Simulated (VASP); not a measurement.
A convergence study with VASP on Na (space group Im-3m): a few settings are varied, all else stays as given below, so the limit is that of these other settings.

```
Na
1.0
   -2.14065     2.14065     2.14065
    2.14065    -2.14065     2.14065
    2.14065     2.14065    -2.14065
Na
1
Cartesian
  0.00000   0.00000   0.00000
```

The numbers are results of PBE GGA, VASP's PBE PAW potentials (set 64) (plane waves; VASP), not measurements. The last row used: 300 eV cut-off, 11×11×11 Γ-centred mesh, Fermi-Dirac smearing of 0.10 eV, potentials Na_pv.

| setting | pressure (GPa) | irreducible k-points |
|---|---|---|
| EDIFF = 1E-01 | -0.57 | 56 |
| EDIFF = 1E-02 | -0.52 | 56 |
| EDIFF = 1E-03 | -0.50 | 56 |
| EDIFF = 1E-04 | -0.42 | 56 |
| EDIFF = 1E-05 | -0.41 | 56 |
| EDIFF = 1E-06 | -0.49 | 56 |
| EDIFF = 1E-07 | -0.46 | 56 |
| EDIFF = 1E-08 | -0.46 | 56 |
| EDIFF = 1E-10 | -0.46 | 56 |
| EDIFF = 1E-12 | -0.46 | 56 |

Left out are rungs that failed or repeat a setting and relaxations that didn't move; long series are thinned to 24 rows.

The structure is a typed Na crystal (space group no. 229). The cell was not relaxed at this level.
